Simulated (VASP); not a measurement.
# AgB2 (P6/mmm) in VASP: further runs

The runs below take AgB2 through single point, with r2SCAN.

Program: VASP 6.6.1. These are calculated values, not measurements. Logs are shortened: lines on timing, memory, paths and dates and some standing lists are left out, and cuts for length are marked.

### 1 The structure

Symmetry: P6/mmm, No. 191, hexagonal system. The conventional cell has a = 3.000 Å, b = 3.000 Å, c = 3.240 Å, α = 90.00°, β = 90.00°, γ = 120.00°. Ag (site symmetry 6/mmm) has 12 B at 2.37 Å as nearest neighbours. Around B (site symmetry -6m2) lie 3 B at 1.73 Å.

### 2 Single point, r2SCAN

The input, INCAR:

```
SYSTEM = AgB2
PREC = Accurate
ENCUT = 280
EDIFF = 1E-6
ISMEAR = 0
SIGMA = 0.05
LREAL = .False.
LASPH = .True.
NELM = 100
ALGO = Normal
ISIF = 2
LWAVE = .False.
LCHARG = .False.
METAGGA = R2SCAN
LMIXTAU = .True.
ADDGRID = .False.
```

The input, KPOINTS:

```
regular mesh
0
Gamma
  3 3 3
  0 0 0
```

The input, POSCAR:

```
AgB2
1.0
    3.0000000000      0.0000000000      0.0000000000
   -1.5000000000      2.5980762114      0.0000000000
    0.0000000000      0.0000000000      3.2400000000
Ag B
1 2
Direct
    0.0000000000      0.0000000000      0.0000000000
    0.6666666667      0.3333333333      0.5000000000
    0.3333333333      0.6666666667      0.5000000000
```

Potentials or basis: VASP PAW PBE potentials, release 64 (Ag, B).

Command:

```bash
cat potpaw_PBE.64/Ag/POTCAR potpaw_PBE.64/B/POTCAR > POTCAR
mpirun -np 1 vasp_std > vasp.out
```

OUTCAR:

```text
SYSTEM = AgB2
   PREC = Accurate
   ENCUT = 280
   EDIFF = 1E-6
   ISMEAR = 0
   LREAL = .False.
   LASPH = .True.
   NELM = 100
   ISIF = 2
   METAGGA = R2SCAN

 Found      6 irreducible k-points:

 Following reciprocal coordinates:
            Coordinates               Weight
  0.000000  0.000000  0.000000      1.000000
  0.333333  0.000000  0.000000      6.000000
  0.333333  0.333333  0.000000      2.000000
  0.000000  0.000000  0.333333      2.000000
  0.333333  0.000000  0.333333     12.000000
  0.333333  0.333333  0.333333      4.000000
   k-points           NKPTS =      6   k-points in BZ     NKDIM =      6   number of bands    NBANDS=     12
   number of dos      NEDOS =    301   number of ions     NIONS =      3
   total plane-waves  NPLWV =   4608
   dimension x,y,z NGX =    16 NGY =   16 NGZ =   18
   dimension x,y,z NGXF=    32 NGYF=   32 NGZF=   36
   ions per type =               1   2
   NGX,Y,Z   is equivalent  to a cutoff of   8.87,  8.87,  9.24 a.u.
   NGXF,Y,Z  is equivalent  to a cutoff of  17.73, 17.73, 18.47 a.u.
 SYSTEM =  AgB2
   PREC   = accura    normal or accurate (medium, high low for compatibility)
   ISTART =      0    job   : 0-new  1-cont  2-samecut
   ICHARG =      2    charge: 1-file 2-atom 10-const
   ISPIN  =      1    spin polarized calculation?
   LNONCOLLINEAR =      F non collinear calculations
   LSORBIT =      F    spin-orbit coupling
   LASPH  =      T    aspherical Exc in radial PAW
   ENCUT  =  280.0 eV  20.58 Ry    4.54 a.u.   4.09  4.09  4.42*2*pi/ulx,y,z
   NELM   =    100;   NELMIN=  2; NELMDL= -5     # of ELM steps
   EDIFF  = 0.1E-05   stopping-criterion for ELM
   LREAL  =      F    real-space projection
   EDIFFG = 0.1E-04   stopping-criterion for IOM
   NSW    =      0    number of steps for IOM
   IBRION =     -1    ionic relax: 0-MD 1-quasi-New 2-CG
   NFREE  =      0    steps in history (QN), initial steepest desc. (CG)
   ISIF   =      2    stress and relaxation
   ISYM   =      2    0-nonsym 1-usesym 2-fastsym
   POTIM  = 0.5000    time-step for ionic-motion
   TEBEG  =    0.0;   TEEND  =   0.0 temperature during run
   PSTRESS=    0.0 pullay stress
   NELECT =      17.0000    total number of electrons
   NUPDOWN=      -1.0000    fix difference up-down
   EMIN   =  10.00;   EMAX   =-10.00  energy-range for DOS
   EFERMI =   0.00;   METHOD = LEGACY
   ISMEAR =     0;   SIGMA  =   0.05  broadening in eV -4-tet -1-fermi 0-gaus
   EFERMI_NEDOS =   21; number of points for ismear=-14 and -15
   IALGO  =     38    algorithm
   IMIX   =      4    mixing-type and parameters
     AMIX     =   0.40;   BMIX     =  1.00
     AMIX_MAG =   1.60;   BMIX_MAG =  1.00
  volume/ion in A,a.u.               =       8.42        56.81
  Fermi-wavevector in a.u.,A,eV,Ry     =   1.434779  2.711340 28.008838  2.058591
  Thomas-Fermi vector in A             =   2.554150
   LORBIT       =      0    0 simple, 1 ext, 2 COOP (PROOUT), +10 PAW based schemes
   METAGGA = R2SCAN    functional components
   LHFCALC =     F    Hartree Fock is set to
   AEXX    =    0.0000 exact exchange contribution
   IVDW    =     0    specifies the selected vdW correction
   LEPSILON=     F    determine dielectric tensor
   LRPA    =     F    only Hartree local field effects (RPA)
 non-spin polarized calculation
 Gauss-broadening in eV      SIGMA  =   0.05
  energy-cutoff  :      280.00
  volume of cell :       25.25
 maximum number of plane-waves:       270
   NGX =  9   NGY =  9   NGZ =  9

 number of electron      16.9999970 magnetization

 Free energy of the ion-electron system (eV)
  ---------------------------------------------------
  ext. energy  EPLUGINS =         0.00000000
  ---------------------------------------------------
  free energy    TOTEN  =       -33.06976350 eV

  energy without entropy =      -33.06722282  energy(sigma->0) =      -33.06849316

 E-fermi :  11.8278     XC(G=0): -14.2278

 val. band max:       10.8668500381   @ k =   0.0000   0.0000   0.3333
 cond. band min:      11.8790413339   @ k =   0.3333   0.0000   0.0000
 fundamental gap:      1.0121912958
 Fermi energy:        11.8278266462

 k-point     1 :       0.0000    0.0000    0.0000
  band No.  band energies     occupation
      1      -4.3952      2.00000
      2       3.3034      2.00000
      3       3.7317      2.00000
      4       3.7317      2.00000
      5       5.3820      2.00000
      6       5.3820      2.00000
      7       7.4494      2.00000
      8      11.8950      0.05759
      9      11.8950      0.05751
     10      16.6885      0.00000
     11      16.6885      0.00000
     12      16.7484      0.00000

 k-point     2 :       0.3333    0.0000    0.0000
  band No.  band energies     occupation
      1      -2.2605      2.00000
      2       2.1115      2.00000
      3       3.3999      2.00000
      4       3.5860      2.00000
      5       5.0298      2.00000
      6       5.1456      2.00000
      7       7.5377      2.00000
      8       8.3533      2.00000
      9      11.8790      0.14746
     10      16.6990      0.00000
     11      17.1728      0.00000
     12      18.0007      0.00000

 k-point     3 :       0.3333    0.3333    0.0000
  band No.  band energies     occupation
      1       0.9984      2.00000
      2       0.9984      2.00000
      3       1.6729      2.00000
      4       3.8429      2.00000
      5       3.8429      2.00000
      6       5.9929      2.00000
      7       5.9930      2.00000
      8       6.7758      2.00000
      9      15.6411      0.00000
     10      15.6411      0.00000
     11      19.5492      0.00000
     12      19.5494      0.00000

 k-point     4 :       0.0000    0.0000    0.3333
  band No.  band energies     occupation
      1      -3.0346      2.00000
      2       1.7689      2.00000
      3       4.1682      2.00000
      4       4.1682      2.00000
      5       4.7970      2.00000
      6       4.7970      2.00000
      7       5.8112      2.00000
      8      10.8668      2.00000
      9      10.8669      2.00000
     10      18.1920      0.00000
     11      19.1648      0.00000
     12      19.1648      0.00000

 k-point     5 :       0.3333    0.0000    0.3333
  band No.  band energies     occupation
      1      -1.5435      2.00000
      2       2.0038      2.00000
      3       3.6115      2.00000
      4       3.6904      2.00000
      5       4.1658      2.00000
      6       5.4330      2.00000
      7       6.6113      2.00000
      8       9.4401      2.00000
      9      10.4076      2.00000
     10      14.7501      0.00000
     11      17.5189      0.00000
     12      22.3781      0.00000

 k-point     6 :       0.3333    0.3333    0.3333
  band No.  band energies     occupation
      1       0.4668      2.00000
      2       0.4668      2.00000
      3       3.2902      2.00000
      4       3.6706      2.00000
      5       3.6707      2.00000
      6       6.3703      2.00000
      7       7.9589      2.00000
      8       7.9589      2.00000
      9      11.9786      0.00002
     10      11.9787      0.00002
     11      15.3759      0.00000
     12      22.7470      0.00000

------------------------ aborting loop because EDIFF is reached ----------------------------------------

  FORCE on cell =-STRESS in cart. coord.  units (eV):
  Direction    XX          YY          ZZ          XY          YZ          ZX
  --------------------------------------------------------------------------------------
  -------------------------------------------------------------------------------------
  Total        6.0973499      6.0973499     11.6231090      0.0000000     -0.0000000      0.0000000
  in kB      386.8419339    386.8419339    737.4197109      0.0000000     -0.0000000      0.0000000
  external PRESSURE =     503.7011929 kB  Pullay stress =       0.0000000 kB

 VOLUME and BASIS-vectors are now :
 -----------------------------------------------------------------------------
  energy-cutoff  :      280.00
  volume of cell :       25.25
      direct lattice vectors                 reciprocal lattice vectors
     3.000000000  0.000000000  0.000000000     0.333333333  0.192450090  0.000000000
    -1.500000000  2.598076211  0.000000000     0.000000000  0.384900179  0.000000000
     0.000000000  0.000000000  3.240000000     0.000000000  0.000000000  0.308641975

 POSITION                                       TOTAL-FORCE (eV/Angst)
 -----------------------------------------------------------------------------------
      0.00000      0.00000      0.00000        -0.000000      0.000000      0.000000
      1.50000      0.86603      1.62000         0.000000      0.000000     -0.000000
     -0.00000      1.73205      1.62000        -0.000000      0.000000      0.000000
 -----------------------------------------------------------------------------------
    total drift:                                0.000000     -0.000000     -0.000000

  FREE ENERGIE OF THE ION-ELECTRON SYSTEM (eV)
  ---------------------------------------------------
  free  energy   TOTEN  =       -33.0697634953 eV

  energy  without entropy=      -33.0672228225  energy(sigma->0) =      -33.06849316
```

Wall time 5.6 s (1 thread of Intel Xeon 6975P-C (Granite Rapids), shared host); peak memory 0.11 GiB.

The run converged, but a check on its numbers failed (symmetry, net force, bounds or a known fault of this set-up), so they aren't taken as properties of the crystal.

Caveat: the k mesh is coarse (spacing up to 0.81 Å⁻¹), so the values aren't converged; the cutoff lies under the usual one of these potentials, so the numbers hold a large basis-set error; a pressure of tens of GPa on the cell as given is suspect, and the run, the potentials or the cell itself is likely at fault; the PAW data sets were made with another functional, which shifts forces and pressure a little.

(Continued in part 2 of 2.)
